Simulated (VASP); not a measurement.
Output of a VASP run:

### OSZICAR
```
       N       E                     dE             d eps       ncg     rms          rms(c)
DAV:   1     0.121508568890E+03    0.12151E+03   -0.84416E+03   840   0.129E+03
DAV:   2    -0.953025454159E+00   -0.12246E+03   -0.11289E+03  1092   0.330E+02
DAV:   3    -0.569560616581E+01   -0.47426E+01   -0.47254E+01  1052   0.624E+01
DAV:   4    -0.583500291609E+01   -0.13940E+00   -0.13925E+00  1272   0.922E+00
DAV:   5    -0.583617568479E+01   -0.11728E-02   -0.11728E-02  1060   0.102E+00    0.666E+00
DAV:   6    -0.450212386810E+01    0.13341E+01   -0.47343E+00   928   0.189E+01    0.415E+00
DAV:   7    -0.446582299449E+01    0.36301E-01   -0.13191E-01  1136   0.318E+00    0.254E+00
DAV:   8    -0.444881475533E+01    0.17008E-01   -0.58515E-02   912   0.280E+00    0.221E-01
DAV:   9    -0.444957196376E+01   -0.75721E-03   -0.62413E-03  1224   0.622E-01    0.116E-01
DAV:  10    -0.444993044000E+01   -0.35848E-03   -0.83570E-04   936   0.302E-01    0.492E-02
DAV:  11    -0.444993868317E+01   -0.82432E-05   -0.26368E-04   940   0.137E-01    0.195E-02
DAV:  12    -0.444993038387E+01    0.82993E-05   -0.42053E-05  1052   0.546E-02    0.531E-03
DAV:  13    -0.444992989123E+01    0.49264E-06   -0.21858E-06   980   0.153E-02    0.219E-03
DAV:  14    -0.444992989877E+01   -0.75368E-08   -0.15598E-07   928   0.364E-03
   1 F= -.44499299E+01 E0= -.44499299E+01  d E =-.558689E-22
```

OUTCAR:
```
------------------------ aborting loop because EDIFF is reached ----------------------------------------
  FORCE on cell =-STRESS in cart. coord.  units (eV):
  Direction    XX          YY          ZZ          XY          YZ          ZX
  --------------------------------------------------------------------------------------
  Total       -0.2518291     -0.2518291     -0.2518291      0.0000000      0.0000000      0.0000000
  in kB      -10.3776560    -10.3776560    -10.3776560      0.0000000      0.0000000      0.0000000
  external PRESSURE =     -10.3776560 kB  Pullay stress =       0.0000000 kB
  volume of cell :       38.88
      direct lattice vectors                 reciprocal lattice vectors
     0.000000000  2.688824032  2.688824032    -0.185954899  0.185954899  0.185954899
     2.688824032  0.000000000  2.688824032     0.185954899 -0.185954899  0.185954899
     2.688824032  2.688824032  0.000000000     0.185954899  0.185954899 -0.185954899
  FREE ENERGIE OF THE ION-ELECTRON SYSTEM (eV)
  ---------------------------------------------------
  free  energy   TOTEN  =        -4.4499298988 eV

  energy  without entropy=       -4.4499298988  energy(sigma->0) =       -4.44992990
```
(Selected blocks of OUTCAR.)

### POSCAR
```
KF
1
    0.0000000000     2.6888240322     2.6888240322
    2.6888240322     0.0000000000     2.6888240322
    2.6888240322     2.6888240322     0.0000000000
K F
1 1
Direct
  0.0000000000   0.0000000000   0.0000000000
  0.5000000000   0.5000000000   0.5000000000
```

Q: Write an INCAR and KPOINTS that could have produced this output.

A: This is not unique; one that fits is the input of the run itself, optB88-vdW, plane waves, VASP's PBE PAW potentials (set 64).

### INCAR
```
# general
SYSTEM   = KF
PREC     = Accurate
ENCUT    = 520   # plane-wave cut-off (eV)
LREAL    = .False.
LASPH    = .True.   # aspherical one-centre terms

# electronic loop
EDIFF    = 1E-7   # SCF stop (eV)
NELM     = 100   # most electronic steps
ALGO     = Normal   # blocked Davidson

# smearing
ISMEAR   = 0   # Gaussian
SIGMA    = 0.05

# functional
GGA      = BO
LUSE_VDW = .True.
AGGAC    = 0.0
PARAM1   = 0.1833333333
PARAM2   = 0.22

# ions
ISIF     = 2

# output
LWAVE    = .False.
LCHARG   = .False.
```

**KPOINTS**
```
Automatic mesh
0
Gamma
9 9 9
0 0 0
```

POTCAR, in this order: K_sv F (PBE.64 set). Program: vasp_std.

The compound is KF in the rock salt structure. This cell is one point of a volume scan, at 1.03 of the reference volume.
